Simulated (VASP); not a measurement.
Here is the system:

```yaml
crystal:
  lattice:
    - [4.49824, 0.00000, 0.00000]
    - [-2.24912, 3.89559, 0.00000]
    - [0.00000, 0.00000, 4.99222]
  atoms:
    - { symbol: Se, position: [0.21752, 0.00000, 0.16667] }
    - { symbol: Se, position: [0.00000, 0.21752, 0.83333] }
    - { symbol: Se, position: [0.78248, 0.78248, 0.50000] }
```

All values below come from r2SCAN meta-GGA, VASP's PBE PAW potentials (set 64) (plane waves; VASP). Run with 400 eV cut-off, 7×7×5 Γ-centred mesh, tetrahedra with Blöchl corrections, potentials Se.

**Question.** Give the energies of bands 4 to 12 at the high-symmetry points, in eV from the valence-band maximum.

**Answer.** 
```
band      Γ      M      K      A      L      H
----  -----  -----  -----  -----  -----  -----
4     -3.98  -5.09  -4.95  -5.06  -5.85  -5.76
5     -3.98  -4.69  -4.95  -3.48  -4.44  -4.78
6     -3.66  -3.30  -2.71  -3.48  -4.23  -4.78
7     -2.07  -2.74  -2.71  -1.45  -1.67  -1.00
8     -2.07  -1.86  -2.62  -1.45  -1.24  -0.26
9     -0.40  -0.97  -1.41  -1.08   0.00  -0.26
10     2.24   2.30   3.23   1.54   1.81   1.31
11     2.24   2.75   3.23   1.64   2.90   3.06
12     2.57   4.23   3.94   1.64   3.28   3.06
```

The gap is indirect, 1.31 eV, from the valence maximum at L to the conduction minimum at H.

The structure comes from a measured Se entry (P3_221) of the Crystallography Open Database, whose conditions weren't checked. It was relaxed first, which changed the volume by +8 %.
